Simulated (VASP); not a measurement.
**How biaxial strain in the (0001) plane changes Os**

How do stress and energy of Os follow biaxial strain in the (0001) plane?

Main program and level: VASP 6.6.1; PBEsol; plane waves and PAW (Os), in the first sound run; inputs show where later runs differ.

**1. Set-up**

Symmetry: P6_3/mmc, No. 194, hexagonal system. Conventional cell: a = 2.740 Å, b = 2.740 Å, c = 4.326 Å, α = 90.00°, β = 90.00°, γ = 120.00°. Nearest to Os lie 12 Os at 2.68 to 2.74 Å.

**2. Relax the crystal, PBEsol**

The series starts from the cell that this level prefers, so that zero strain is near zero stress.

This step took 2 runs in a row; the last is shown.

Level: PBEsol; plane waves and PAW (Os).

File INCAR:

```
SYSTEM = Os
PREC = Accurate
ENCUT = 450
EDIFF = 1E-07
NELM = 120
ISMEAR = 1
SIGMA = 0.15
LREAL = .FALSE.
ALGO = Normal
GGA = PS
NBANDS = 14
LASPH = .TRUE.
LORBIT = 11
LWAVE = .FALSE.
LCHARG = .FALSE.
KPAR = 8
IBRION = 2
NSW = 40
ISIF = 3
EDIFFG = -0.005
POTIM = 0.4
```

File POSCAR:

```
Os
1.0
    2.7301635955      0.0000000000      0.0000000000
   -1.3650817978      2.3643910302      0.0000000000
    0.0000000000      0.0000000000      4.3089513134
Os
2
Direct
    0.0000000000      0.0000000000      0.0000000000
    0.3333333333      0.6666666667      0.5000000000
```

File KPOINTS:

```
Automatic mesh
0
Gamma
25 25 14
0 0 0
```

The projector-augmented-wave data sets are Os (PBE family, release 64).

Started as:

```console
mpirun -np 8 vasp_std
```

What it wrote:

```text
[banner, memory and clock lines left out]
running    8 mpi-ranks, on    1 nodes
[...]
|                                                                             |
|           W    W    AA    RRRRR   N    N  II  N    N   GGGG   !!!           |
|           W    W   A  A   R    R  NN   N  II  NN   N  G    G  !!!           |
|           W    W  A    A  R    R  N N  N  II  N N  N  G       !!!           |
|           W WW W  AAAAAA  RRRRR   N  N N  II  N  N N  G  GGG   !            |
|           WW  WW  A    A  R   R   N   NN  II  N   NN  G    G                |
|           W    W  A    A  R    R  N    N  II  N    N   GGGG   !!!           |
|                                                                             |
|     For optimal performance we recommend to set                             |
|       NCORE = 2 up to number-of-cores-per-socket                            |
|     NCORE specifies how many cores store one orbital (NPAR=cpu/NCORE).      |
|     This setting can greatly improve the performance of VASP for DFT.       |
[...]
|     You enforced a specific xc type in the INCAR file but a different       |
|     [... a line on the potential file left out ...]
|     I HOPE YOU KNOW WHAT YOU ARE DOING!                                     |
|                                                                             |

 LDA part: xc-table for (Slater+PW92), standard interpolation
 POSCAR, INCAR and KPOINTS ok, starting setup
[...]
entering main loop
       N       E                     dE             d eps       ncg     rms          rms(c)
DAV:   1     0.866627993452E+02    0.86663E+02   -0.69183E+03 15552   0.960E+02
DAV:   2    -0.217942927154E+02   -0.10846E+03   -0.96135E+02 14988   0.331E+02
DAV:   3    -0.259963875575E+02   -0.42021E+01   -0.40468E+01 19266   0.554E+01
DAV:   4    -0.260306425131E+02   -0.34255E-01   -0.34192E-01 15736   0.525E+00
[...]
DAV:  12    -0.244837396005E+02    0.61487E-06   -0.11047E-07 14920   0.348E-03    0.103E-03
DAV:  13    -0.244837394794E+02    0.12103E-06   -0.89987E-09  8570   0.865E-04    0.308E-04
DAV:  14    -0.244837394556E+02    0.23852E-07   -0.17406E-09  7880   0.511E-04
   1 F= -.24483739E+02 E0= -.24483135E+02  d E =-.244837E+02
[...]
reached required accuracy - stopping structural energy minimisation
```

Run time: 23 s. Hardware: 8 MPI ranks of Intel Xeon Platinum 8259CL at 2.50GHz (Skylake/Cascade Lake), shared host; peak memory 2 GiB.

The logs omit lines about the potential files and the build; timing stands in the text.

From OUTCAR (step 2):

```text
  Total        0.0047104      0.0047104      0.0076294     -0.0000000     -0.0000000      0.0000000
  in kB        0.2713231      0.2713231      0.4394620     -0.0000000     -0.0000000      0.0000000
  external PRESSURE =       0.3273694 kB  Pullay stress =       0.0000000 kB

 POSITION                                       TOTAL-FORCE (eV/Angst)
 -----------------------------------------------------------------------------------
      0.00000      0.00000      0.00000         0.000000      0.000000      0.000000
     -0.00000      1.57626      2.15448        -0.000000      0.000000      0.000000
 -----------------------------------------------------------------------------------
    total drift:                                0.000000     -0.000000     -0.000000

  FREE ENERGIE OF THE ION-ELECTRON SYSTEM (eV)
  ---------------------------------------------------
  free  energy   TOTEN  =       -24.4837394556 eV

  energy  without entropy=      -24.4819248657  energy(sigma->0) =      -24.48313459

 reached required accuracy - stopping structural energy minimisation

[... 3 further parts left out ...]
[key lines of the parts left out:]
E-fermi :   9.3983
```

Read from the output:

| Quantity | Value |
| --- | --- |
| energy(sigma→0) of the program | -24.4831 eV |
| stress, compression positive | xx, yy, zz 0.03, 0.03, 0.04 GPa |
| volume | 27.815 Å³ |
| ionic steps | 1 |

**3. Strain along the normal, PBEsol**

One member in full: the plane is strained by 2 %, and the strain along the normal is moved by secant steps until the normal stress is under 0.012 GPa or five steps are spent; the atoms relax at each step.

This step took 4 runs, each at a new trial strain with the atoms of the one before; the last is shown.

Level: PBEsol; plane waves and PAW (Os).

Edit INCAR of step 2 so:

```diff
@@ -15,7 +15,7 @@
 LCHARG = .FALSE.
-KPAR = 8
-IBRION = 2
-NSW = 40
-ISIF = 3
-EDIFFG = -0.005
-POTIM = 0.4
+KPAR = 2
+IBRION = 1
+NSW = 25
+ISIF = 2
+EDIFFG = -0.004
+POTIM = 0.3
```

File POSCAR:

```
Os
1.0
    2.7847668670      0.0000000000      0.0000000000
   -1.3923834340      2.4116788510      0.0000000000
    0.0000000000      0.0000000000      4.2601307350
Os
2
Direct
    0.0000000000      0.0000000000      0.0000000000
    0.3333333333      0.6666666667      0.5000000000
```

KPOINTS is that of step 2.

Started as:

```console
mpirun -np 2 vasp_std
```

What it wrote:

```text
[banner, memory and clock lines left out]
running    2 mpi-ranks, on    1 nodes
[...]
[... a notice as in an earlier step ...]

 LDA part: xc-table for (Slater+PW92), standard interpolation
 POSCAR, INCAR and KPOINTS ok, starting setup
[...]
entering main loop
       N       E                     dE             d eps       ncg     rms          rms(c)
DAV:   1     0.860431693123E+02    0.86043E+02   -0.68964E+03 15536   0.957E+02
DAV:   2    -0.215944817416E+02   -0.10764E+03   -0.95114E+02 15040   0.328E+02
DAV:   3    -0.259760986681E+02   -0.43816E+01   -0.42098E+01 19224   0.563E+01
DAV:   4    -0.260160503709E+02   -0.39952E-01   -0.39882E-01 15680   0.559E+00
[...]
DAV:  12    -0.244260036567E+02    0.77979E-06   -0.13837E-07 14922   0.428E-03    0.819E-04
DAV:  13    -0.244260035544E+02    0.10237E-06   -0.12416E-08  8648   0.976E-04    0.244E-04
DAV:  14    -0.244260035250E+02    0.29375E-07   -0.23826E-09  7892   0.630E-04
   1 F= -.24426004E+02 E0= -.24425564E+02  d E =-.244260E+02
 BRION: g(F)=  0.474E-51 g(S)=  0.000E+00
 reached required accuracy - stopping structural energy minimisation
```

The job ended after 57 s (2 MPI ranks; peak memory 0.49 GiB).

Parts of OUTCAR (step 3):

```text
  Total       -2.8372315     -2.8372315      0.0003138      0.0000000      0.0000000      0.0000000
  in kB     -158.8817855   -158.8817856      0.0175716      0.0000000      0.0000000      0.0000000
  external PRESSURE =    -105.9153332 kB  Pullay stress =       0.0000000 kB

 POSITION                                       TOTAL-FORCE (eV/Angst)
 -----------------------------------------------------------------------------------
      0.00000      0.00000      0.00000        -0.000000      0.000000      0.000000
     -0.00000      1.60779      2.13007         0.000000      0.000000      0.000000
 -----------------------------------------------------------------------------------
    total drift:                                0.000000     -0.000000     -0.000000

  FREE ENERGIE OF THE ION-ELECTRON SYSTEM (eV)
  ---------------------------------------------------
  free  energy   TOTEN  =       -24.4260035250 eV

  energy  without entropy=      -24.4246861973  energy(sigma->0) =      -24.42556442

[... 2 parts as in an earlier step ...]

[... 2 further parts left out ...]
[key lines of the parts left out:]
E-fermi :   8.9837
```

Numbers from this step:

| Property | Result |
| --- | --- |
| energy(sigma→0) of the program | -24.4256 eV |
| stress, compression positive | xx, yy, zz -15.89, -15.89, 0.00 GPa |
| ionic steps | 1 |

**4. All members**

The other members went through these steps as far as the tables show, with the same cutoff and, step by step, the same mesh; 33 runs are not shown. The session took 1.2 core hours (wall time by ranks) on a shared machine.

```tsv
in-plane strain (%)	strain along the normal (%)	in-plane stress, tension positive (GPa)	energy above the unstrained row, extrapolated to no smearing (meV/atom)
-2.000	1.168	-20.350	33.665
-1.500	0.876	-14.787	18.604
-1.000	0.582	-9.577	8.146
-0.500	0.292	?	?
0	0.005	-0.015	0.000
0.500	-0.279	4.360	1.910
1.000	-0.565	8.450	7.504
1.500	-0.850	12.280	16.528
2.000	-1.133	15.888	28.785
```

**5. A fit to the known rows**

A least-squares parabola through the 8 rows shown, with e the strain in %: stress = − 0.5535 e² + 9.041 e − 0.01342 (GPa), r.m.s. residual 0.027 GPa.

For the withheld row, e = -0.5, the fit gives -4.672 GPa.

**6. Checking the prediction**

The calculation gives -4.661 GPa, so the prediction is 0.011 GPa too low, within twice the residual of the fit.

Slopes at zero strain, from cubics through all rows: strain ratio -0.573, stress over strain 899 GPa. For (0001) the ratio is −2C₁₃/C₃₃.

**7. What came out**

```yaml
error_of_the_predicted_stress: -0.011 GPa
ratio_of_normal_to_in_plane_strain: -0.573
biaxial_modulus: 899 GPa
```

What this shows: As a check, the curvature of the energy gives 900 GPa for the same modulus (energy per volume = M × strain²), 0 % from the slope of the stress. These are static values: temperature and zero-point motion are left out. In a metal the slopes also depend on mesh and smearing, which were held through the series.

[Lines on the potential files, build, host, timing and source positions are cut from VASP's logs without a mark.]

[Logs are printed without paths, hosts, clocks, repeated set-up lines and the standing remarks that a program may print on its own settings, such as how far it seeks lower states.]

[Hosts, paths, dates, database ids (printed as entryN), source tags and the programs' standing remarks are cut or masked in the printed files.]

[In band tables of VASP the shares of atoms and orbitals are scaled to a sum of 1 inside the atoms' spheres.]
